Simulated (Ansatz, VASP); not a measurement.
**Ta2AlC2N: VASP beside Ansatz**

```
Ta Al C N
1.0
     3.58098    0.00000    0.00000
     0.00000    3.58098    0.00000
     0.00000    0.00000    5.77815
Ta Al C N
2 1 2 1
Cartesian
  1.7905 1.7905 1.3614
  1.7905 1.7905 4.4167
  0.0000 0.0000 2.8891
  0.0000 1.7905 0.0000
  1.7905 0.0000 0.0000
  0.0000 0.0000 0.0000
```

Change from the starting cell: species swapped into the PrSi2Mo2C type (P4/mmm, No. 123).

Alike in both runs: functional PBE; k mesh 4 × 4 × 4; occupations gaussian, width 0.1 eV; no spin polarisation.

Ansatz relaxed the structure, and its values are those at the end. VASP's run is a single point on that final structure, the one shown.

```csv
,VASP,Ansatz
version,VASP 6.6.1,Ansatz 0.2.0
potentials or method,"VASP PAW PBE potentials, release 64 (Ta_pv, Al, C, N)","scalar-relativistic, plane waves, PAW"
plane-wave cutoff (eV),520,420
valence electrons in the cell,38,42
```

```tsv
	VASP	Ansatz	Ansatz less VASP
gap on the k mesh at the Fermi level (eV)	none	none	-
pressure (GPa)	0.3	0.1	-0.25
rms of the force components (eV/Å)	0.009	0.005	-0.0046
```

A gap of «none» marks a metal or a gap that the smearing closes. The functional is the same, so the differences come from potentials, cutoffs and numerics. The two sets of potentials don't hold the same shells in valence.

Caveats: the k mesh is coarse (spacing up to 0.44 Å⁻¹), so the values aren't converged. The runs have no spin-orbit coupling, so splittings on Ta are missing.
